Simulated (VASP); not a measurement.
Computed with RPBE GGA, VASP's PBE PAW potentials (set 64) (plane waves; VASP 6.6.1).

VASP ran on this input.

INCAR:
```
# general
SYSTEM = Al
PREC   = Accurate
ENCUT  = 520
LREAL  = .FALSE.
LASPH  = .TRUE.

# electronic loop
EDIFF  = 1E-7
NELM   = 100
ALGO   = Normal

# smearing
ISMEAR = -5

# functional
GGA    = RP

# ions
ISIF   = 2

# output
LWAVE  = .FALSE.
LCHARG = .TRUE.
LORBIT = 11
NEDOS  = 601
```

### KPOINTS
```
Automatic mesh
0
Gamma
17 17 17
0 0 0
```

### POSCAR
```
Al
1
   -0.0000000000     2.0297363339     2.0297363339
    2.0297363339     0.0000000000     2.0297363339
    2.0297363339     2.0297363339     0.0000000000
Al
1
Direct
  0.0000000000   0.0000000000   1.0000000000
```

POTCAR, in this order: Al (PBE.64 set). Program: vasp_std.

The run wrote:

OSZICAR:
```
       N       E                     dE             d eps       ncg     rms          rms(c)
DAV:   1    -0.162526861873E+01   -0.16253E+01   -0.85557E+02  1740   0.328E+02
DAV:   2    -0.351023766359E+01   -0.18850E+01   -0.17852E+01  2125   0.292E+01
DAV:   3    -0.353015057625E+01   -0.19913E-01   -0.20116E-01  2175   0.339E+00
DAV:   4    -0.353020830468E+01   -0.57728E-04   -0.57653E-04  2260   0.192E-01
DAV:   5    -0.353020866211E+01   -0.35743E-06   -0.35585E-06  2160   0.121E-02    0.182E+00
DAV:   6    -0.351838654467E+01    0.11822E-01   -0.15645E-03  1935   0.353E-01    0.105E+00
DAV:   7    -0.350911360132E+01    0.92729E-02   -0.48256E-03  1960   0.567E-01    0.187E-01
DAV:   8    -0.350910512123E+01    0.84801E-05   -0.20572E-05  2160   0.470E-02    0.347E-02
DAV:   9    -0.350910401983E+01    0.11014E-05   -0.17283E-06  2070   0.106E-02    0.106E-03
DAV:  10    -0.350910378985E+01    0.22998E-06   -0.69367E-09  1625   0.919E-04    0.128E-03
DAV:  11    -0.350910367698E+01    0.11287E-06   -0.59935E-10  1110   0.238E-04    0.116E-04
DAV:  12    -0.350910369374E+01   -0.16762E-07   -0.79483E-11  1005   0.773E-05
   1 F= -.35091037E+01 E0= -.35091037E+01  d E =0.000000E+00
```

### OUTCAR
```
------------------------ aborting loop because EDIFF is reached ----------------------------------------
  FORCE on cell =-STRESS in cart. coord.  units (eV):
  Direction    XX          YY          ZZ          XY          YZ          ZX
  --------------------------------------------------------------------------------------
  Total       -0.0142264     -0.0142264     -0.0142264      0.0000000     -0.0000000     -0.0000000
  in kB       -1.3628744     -1.3628744     -1.3628744      0.0000000     -0.0000000     -0.0000000
  external PRESSURE =      -1.3628744 kB  Pullay stress =       0.0000000 kB
  volume of cell :       16.72
      direct lattice vectors                 reciprocal lattice vectors
     0.000000000  2.029736334  2.029736334    -0.246337414  0.246337414  0.246337414
     2.029736334  0.000000000  2.029736334     0.246337414 -0.246337414  0.246337414
     2.029736334  2.029736334  0.000000000     0.246337414  0.246337414 -0.246337414
 POSITION                                       TOTAL-FORCE (eV/Angst)
 -----------------------------------------------------------------------------------
      0.00000      0.00000      0.00000         0.000000      0.000000      0.000000
 -----------------------------------------------------------------------------------
    total drift:                               -0.000000      0.000000      0.000000
  FREE ENERGIE OF THE ION-ELECTRON SYSTEM (eV)
  ---------------------------------------------------
  free  energy   TOTEN  =        -3.5091036937 eV

  energy  without entropy=       -3.5091036937  energy(sigma->0) =       -3.50910369

 total charge

# of ion       s       p       d       tot
------------------------------------------
    1        0.426   0.336   0.000   0.761
```
(Selected blocks of OUTCAR.)

For a metal the tetrahedron method with Blöchl corrections gives inexact stress and forces.

The compound is Al in the fcc structure. It was relaxed first.
